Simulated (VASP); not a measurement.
Input:

```yaml
crystal:
  lattice:
    - [4.72006, 0.00000, 0.00000]
    - [0.00000, 4.72006, 0.00000]
    - [0.00000, 0.00000, 3.14009]
  atoms:
    - { symbol: Zn, position: [0.00000, 0.00000, 0.00000] }
    - { symbol: Zn, position: [0.50000, 0.50000, 0.50000] }
    - { symbol: F, position: [0.30359, 0.30359, 0.00000] }
    - { symbol: F, position: [0.80359, 0.19641, 0.50000] }
    - { symbol: F, position: [0.19641, 0.80359, 0.50000] }
    - { symbol: F, position: [0.69641, 0.69641, 0.00000] }
```

The numbers are results of PBEsol GGA, VASP's PBE PAW potentials (set 64) (plane waves; VASP), not measurements. Numerical set-up: 520 eV cut-off, 6×6×9 Γ-centred mesh, Gaussian smearing of 0.010 eV, potentials Zn F.

Q: Predict the energy per atom (σ→0), band gap (on the k-mesh) with the smallest direct gap where there is one.

A: 
```json
{
  "band gap (on the k-mesh)": "3.35 eV",
  "smallest direct gap (on the k-mesh)": "3.35 eV",
  "energy per atom (σ→0)": "-397.4 kJ/mol of atoms"
}
```

The absolute energy has meaning only against runs of the same code, potentials and settings.

The compound is ZnF2 in the rutile structure. It was relaxed first.
